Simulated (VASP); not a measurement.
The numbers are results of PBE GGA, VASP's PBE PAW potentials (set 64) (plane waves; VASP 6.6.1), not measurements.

Input for VASP

**KPOINTS**
```
Automatic mesh
0
Gamma
7 7 1
0 0 0
```

### INCAR
```
SYSTEM = CoO
PREC = Accurate
ENCUT = 400
EDIFF = 1E-6
NELM = 100
ALGO = Normal
LREAL = .FALSE.
LASPH = .TRUE.
ISMEAR = 0
SIGMA = 0.1
GGA = PE
LMAXMIX = 4
LWAVE = .FALSE.
LCHARG = .FALSE.
ISIF = 2
ISPIN = 2
MAGMOM = 3.0 3.0 3.0 3.0 0.0 0.0 0.0 0.0
LORBIT = 11
```

**POSCAR**
```
CoO
1
    2.9119150000     0.0000000000     0.0000000000
   -2.9119150000     2.9119150000     0.0000000000
    0.0000000000     0.0000000000    18.1620000000
Co O
4 4
Direct
  1.0000000000   0.5000000000   0.4434530000
  0.0000000000   0.0000000000   0.3303600000
  1.0000000000   0.5000000000   0.6696400000
  0.0000000000   0.0000000000   0.5565470000
  0.0000000000   0.0000000000   0.4434530000
  1.0000000000   0.5000000000   0.3303600000
  0.0000000000   0.0000000000   0.6696400000
  1.0000000000   0.5000000000   0.5565470000
```

POTCAR, in this order: Co O (PBE.64 set). Program: vasp_std.

What VASP printed:

### OSZICAR
```
       N       E                     dE             d eps       ncg     rms          rms(c)
DAV:   1     0.589457257305E+03    0.58946E+03   -0.23597E+04  1680   0.125E+03
DAV:   2     0.452123066208E+02   -0.54424E+03   -0.49004E+03  1862   0.346E+02
DAV:   3    -0.578840235035E+02   -0.10310E+03   -0.98685E+02  1968   0.170E+02
DAV:   4    -0.624087368055E+02   -0.45247E+01   -0.44670E+01  2048   0.410E+01
DAV:   5    -0.625187154412E+02   -0.10998E+00   -0.10984E+00  1974   0.618E+00    0.331E+01
DAV:   6    -0.683468547928E+02   -0.58281E+01   -0.12107E+02  2472   0.131E+02    0.637E+01
DAV:   7    -0.607262098194E+02    0.76206E+01   -0.88430E+01  2238   0.134E+02    0.503E+01
DAV:   8    -0.520363764916E+02    0.86898E+01   -0.22698E+01  2360   0.827E+01    0.264E+01
DAV:   9    -0.556708796632E+02   -0.36345E+01   -0.31987E+01  2240   0.697E+01    0.378E+01
DAV:  10    -0.526280365919E+02    0.30428E+01   -0.41089E+00  2228   0.228E+01    0.224E+01
DAV:  11    -0.514232317081E+02    0.12048E+01   -0.66884E+00  2608   0.210E+01    0.829E+00
DAV:  12    -0.516899894818E+02   -0.26676E+00   -0.66499E-01  2358   0.710E+00    0.113E+01
DAV:  13    -0.515018294512E+02    0.18816E+00   -0.84072E-01  2500   0.105E+01    0.426E+00
DAV:  14    -0.515387492490E+02   -0.36920E-01   -0.50760E-02  1980   0.201E+00    0.320E+00
DAV:  15    -0.515475862649E+02   -0.88370E-02   -0.59739E-03  2150   0.729E-01    0.282E+00
DAV:  16    -0.515849791494E+02   -0.37393E-01   -0.94936E-03  2292   0.134E+00    0.294E+00
DAV:  17    -0.516005984913E+02   -0.15619E-01   -0.34171E-02  2382   0.195E+00    0.226E+00
DAV:  18    -0.515873860906E+02    0.13212E-01   -0.19349E-02  2434   0.126E+00    0.101E+00
DAV:  19    -0.515879948668E+02   -0.60878E-03   -0.33460E-03  2074   0.543E-01    0.652E-01
DAV:  20    -0.515934193072E+02   -0.54244E-02   -0.28692E-03  2196   0.739E-01    0.914E-01
DAV:  21    -0.515911700310E+02    0.22493E-02   -0.97420E-04  2052   0.318E-01    0.724E-01
DAV:  22    -0.515914739607E+02   -0.30393E-03   -0.11412E-03  2288   0.446E-01    0.382E-01
DAV:  23    -0.515936396952E+02   -0.21657E-02   -0.36842E-04  2130   0.286E-01    0.401E-01
DAV:  24    -0.515986521481E+02   -0.50125E-02   -0.97749E-04  2270   0.416E-01    0.491E-01
DAV:  25    -0.515990065834E+02   -0.35444E-03   -0.41743E-04  2268   0.232E-01    0.330E-01
DAV:  26    -0.515994901590E+02   -0.48358E-03   -0.42918E-04  2278   0.285E-01    0.247E-01
DAV:  27    -0.515998896203E+02   -0.39946E-03   -0.28715E-04  2306   0.169E-01    0.604E-02
DAV:  28    -0.515999714216E+02   -0.81801E-04   -0.55044E-05  2126   0.765E-02    0.214E-02
DAV:  29    -0.516000271897E+02   -0.55768E-04   -0.10731E-05  1932   0.327E-02    0.838E-03
DAV:  30    -0.516000619774E+02   -0.34788E-04   -0.23246E-06  1422   0.204E-02    0.671E-03
DAV:  31    -0.516000876033E+02   -0.25626E-04   -0.14035E-06  1386   0.111E-02    0.346E-03
DAV:  32    -0.516001070737E+02   -0.19470E-04   -0.65222E-07  1346   0.454E-03    0.235E-03
DAV:  33    -0.516001173451E+02   -0.10271E-04   -0.37095E-07  1282   0.531E-03    0.203E-03
DAV:  34    -0.516001225980E+02   -0.52529E-05   -0.17173E-07  1244   0.294E-03    0.997E-04
DAV:  35    -0.516001253059E+02   -0.27079E-05   -0.83045E-08  1152   0.206E-03    0.609E-04
DAV:  36    -0.516001271544E+02   -0.18486E-05   -0.78524E-08  1172   0.200E-03    0.666E-04
DAV:  37    -0.516001272756E+02   -0.12111E-06   -0.19742E-08  1288   0.146E-03
   1 F= -.51600127E+02 E0= -.51563631E+02  d E =-.729917E-01  mag=    11.2069
```

OUTCAR:
```
------------------------ aborting loop because EDIFF is reached ----------------------------------------
  FORCE on cell =-STRESS in cart. coord.  units (eV):
  Direction    XX          YY          ZZ          XY          YZ          ZX
  --------------------------------------------------------------------------------------
  Total        0.1641090      0.1641090      4.2308327      0.0000000      0.0000000      0.0000000
  in kB        1.7073473      1.7073473     44.0164865      0.0000000      0.0000000      0.0000000
  external PRESSURE =      15.8103937 kB  Pullay stress =       0.0000000 kB
  volume of cell :      154.00
      direct lattice vectors                 reciprocal lattice vectors
     2.911915000  0.000000000  0.000000000     0.343416618  0.343416618  0.000000000
    -2.911915000  2.911915000  0.000000000     0.000000000  0.343416618  0.000000000
     0.000000000  0.000000000 18.162000000     0.000000000  0.000000000  0.055060015
 POSITION                                       TOTAL-FORCE (eV/Angst)
 -----------------------------------------------------------------------------------
     -1.45596      1.45596      8.05399        -0.000000      0.000000     -0.182746
      0.00000      0.00000      6.00000         0.000000     -0.000000     -0.352618
     -1.45596      1.45596     12.16200        -0.000000      0.000000      0.352618
      0.00000      0.00000     10.10801        -0.000000     -0.000000      0.182746
      0.00000      0.00000      8.05399        -0.000000      0.000000     -0.192527
     -1.45596      1.45596      6.00000         0.000000     -0.000000     -0.644708
      0.00000      0.00000     12.16200        -0.000000      0.000000      0.644708
     -1.45596      1.45596     10.10801         0.000000     -0.000000      0.192527
 -----------------------------------------------------------------------------------
    total drift:                               -0.000000      0.000000      0.000000
  FREE ENERGIE OF THE ION-ELECTRON SYSTEM (eV)
  ---------------------------------------------------
  free  energy   TOTEN  =       -51.6001272756 eV

  energy  without entropy=      -51.5271355801  energy(sigma->0) =      -51.56363143

 total charge

# of ion       s       p       d       tot
------------------------------------------
    1        0.329   0.437   7.216   7.981
    2        0.309   0.373   7.185   7.867
    3        0.309   0.373   7.185   7.867
    4        0.329   0.437   7.216   7.981
    5        1.583   3.487   0.000   5.071
    6        1.582   3.439   0.000   5.021
    7        1.582   3.439   0.000   5.021
    8        1.583   3.487   0.000   5.071
--------------------------------------------------
tot          7.606  15.471  28.800  51.878

 magnetization (x)

# of ion       s       p       d       tot
------------------------------------------
    1        0.020   0.018   2.435   2.474
    2        0.029   0.026   2.375   2.431
    3        0.029   0.026   2.375   2.431
    4        0.020   0.018   2.435   2.474
    5        0.033   0.269   0.000   0.302
    6        0.025   0.235   0.000   0.260
    7        0.025   0.235   0.000   0.260
    8        0.033   0.269   0.000   0.302
--------------------------------------------------
tot          0.217   1.095   9.622  10.934
```
(Selected blocks of OUTCAR.)

OUTCAR:
```
 val. band max:        2.1407016521   @ k =   0.1429   0.0000   0.0000

 cond. band min:       2.1653970543   @ k =   0.0000   0.1429   0.0000


 Fermi energy:         2.1566234919

 spin component 1

 k-point     1 :       0.0000    0.0000    0.0000
  band No.  band energies     occupation
      1     -18.7469      1.00000
      2     -18.1143      1.00000
      3     -17.4502      1.00000
      4     -17.3335      1.00000
      5      -5.4177      1.00000
      6      -4.7041      1.00000
      7      -3.4339      1.00000
      8      -2.6975      1.00000
      9      -2.6975      1.00000
     10      -2.4257      1.00000
     11      -2.4257      1.00000
     12      -2.3728      1.00000
     13      -2.0516      1.00000
     14      -1.9057      1.00000
     15      -1.9057      1.00000
     16      -1.8321      1.00000
     17      -1.5076      1.00000
     18      -1.3887      1.00000
     19      -1.3887      1.00000
     20      -1.1903      1.00000
     21      -1.1085      1.00000
     22      -0.9813      1.00000
     23      -0.9294      1.00000
     24      -0.8469      1.00000
     25      -0.7577      1.00000
     26      -0.5443      1.00000
     27      -0.5443      1.00000
     28       0.0297      1.00000
     29       0.0297      1.00000
     30       0.1347      1.00000
     31       0.2588      1.00000
     32       0.2588      1.00000
     33       0.3280      1.00000
     34       0.3280      1.00000
     35       0.4057      1.00000
     36       0.5906      1.00000
     37       3.3035      0.00000
     38       3.6969      0.00000
     39       5.3746      0.00000
     40       6.4021      0.00000
     41       6.5943      0.00000
     42       8.4904      0.00000

 k-point     2 :       0.1429    0.0000    0.0000
  band No.  band energies     occupation
      1     -18.4494      1.00000
      2     -17.8793      1.00000
      3     -17.2597      1.00000
      4     -17.1966      1.00000
...
```

At this cut-off the stress carries a Pulay error, which pulls relaxed volumes low. The cell holds a wide vacuum, so values per volume refer to the whole cell. The moments were started parallel, and other spin orders were not tried in this run.

The cell is a sheet with vacuum, built from a generated structure.
